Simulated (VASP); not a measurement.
Level of theory: PBE GGA, VASP's PBE PAW potentials (set 64) (plane waves; VASP).

VASP ran on this input.

INCAR:
```
# general
SYSTEM  = WSi2
PREC    = Accurate
ENCUT   = 500
LREAL   = .FALSE.
LASPH   = .TRUE.   # aspherical one-centre terms

# electronic loop
EDIFF   = 1E-6   # SCF stop (eV)
NELM    = 100   # most electronic steps
ALGO    = Normal
LMAXMIX = 6   # l cut-off of mixed one-centre charges

# smearing
ISMEAR  = 1   # Methfessel-Paxton
SIGMA   = 0.1   # width (eV)

# functional
GGA     = PE   # PBE

# ions
IBRION  = 2
NSW     = 40
ISIF    = 3   # ions, shape and volume
EDIFFG  = -0.02
PSTRESS = 300

# output
LWAVE   = .FALSE.
LCHARG  = .FALSE.
```

**POSCAR**
```
WSi2
1.0
 -1.5707994548   1.5707994548   3.8483367407
  1.5707994548  -1.5707994548   3.8483367407
  1.5707994548   1.5707994548  -3.8483367407
Si W
2 1
Cartesian
  0.0000000000  -0.0000000000   5.1309361796
  0.0000000000  -0.0000000000   2.5657373018
  0.0000000000   0.0000000000   0.0000000000
```

### KPOINTS
```
Automatic
0
gamma
 14 14 14
0 0 0
```

POTCAR, in this order: Si W_sv (PBE.64 set). Program: vasp_std.

Energy and stress use the plane-wave basis of the starting cell. Unless said otherwise, spin-orbit coupling is left out, though it shifts the bands of the heavy elements here.

Task: Predict the energy per atom (σ→0), volume per atom, band gap (on the k-mesh).

Result: 
energy per atom (σ→0): -8.152 eV/atom
band gap (on the k-mesh): none (metal, semimetal or under 0.01 eV)
volume per atom: 12.27 Å³/atom

File OSZICAR:
```
...
   8 F= -.17562416E+02 E0= -.17562216E+02  d E =0.813809E-05
       N       E                     dE             d eps       ncg     rms          rms(c)
DAV:   1    -0.244559479408E+02    0.51348E-02   -0.30620E-03  8328   0.667E-01    0.150E-01
DAV:   2    -0.244558611068E+02    0.86834E-04   -0.39831E-04  8279   0.188E-01    0.251E-02
DAV:   3    -0.244558506610E+02    0.10446E-04   -0.20514E-05  8447   0.370E-02    0.102E-02
DAV:   4    -0.244558489297E+02    0.17313E-05   -0.50136E-06  8811   0.217E-02    0.912E-03
DAV:   5    -0.244558493401E+02   -0.41037E-06   -0.50682E-07  3835   0.706E-03
   9 F= -.17562455E+02 E0= -.17562256E+02  d E =-.306102E-04
```

The compound is WSi2 in the MoSi2 type structure. This run relaxes it under an external pressure of 30 GPa. Symmetry was kept, so distortions that lower it aren't found.
